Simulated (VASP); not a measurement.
**BaBi₃ (space group Pm-3m): computed properties**

Computed with PBEsol GGA, VASP's PBE PAW potentials (set 64) (plane waves; VASP).

```
Property                                                              Result
----------------------------------  ----------------------------------------
space group                                                      Pm-3m (221)
cell                                a = b = c = 5.0660 Å, α = β = γ = 90.00°
volume per atom                                               32.50 Å^3/atom
band gap (over mesh and band path)  none (metal, semimetal or under 0.01 eV)
Hill bulk modulus                                                   45.9 GPa
Hill shear modulus                                                  23.8 GPa
Poisson's ratio                                                        0.279
band gap with spin-orbit coupling                            none (metallic)
density                                                           9.76 g/cm³
optical Γ-point spectrum                     46 (×3), 72 (×3), 115 (×3) cm⁻¹
C11                                                                 72.1 GPa
C12                                                                 32.8 GPa
C44                                                                 27.0 GPa
```

```xyz
4
Lattice="5.0660 0.0000 0.0000 0.0000 5.0660 0.0000 0.0000 0.0000 5.0660" Properties=species:S:1:pos:R:3 pbc="T T T"
Ba     0.0000     0.0000     0.0000
Bi     0.0000     2.5330     2.5330
Bi     2.5330     0.0000     2.5330
Bi     2.5330     2.5330     0.0000
```

Finite-difference elastic constants of metals are sensitive to mesh and smearing; shear constants can be off by tens of GPa. Unless said otherwise, spin-orbit coupling is left out, though it shifts the bands of the heavy elements here.

The structure comes from a computed database's BaBi3 entry (Pm-3m); how it stands against other phases isn't given here. It was relaxed first. Symmetry was kept, so distortions that lower it aren't found. The electron count is odd and the run is not spin-polarised, which forces a metal.
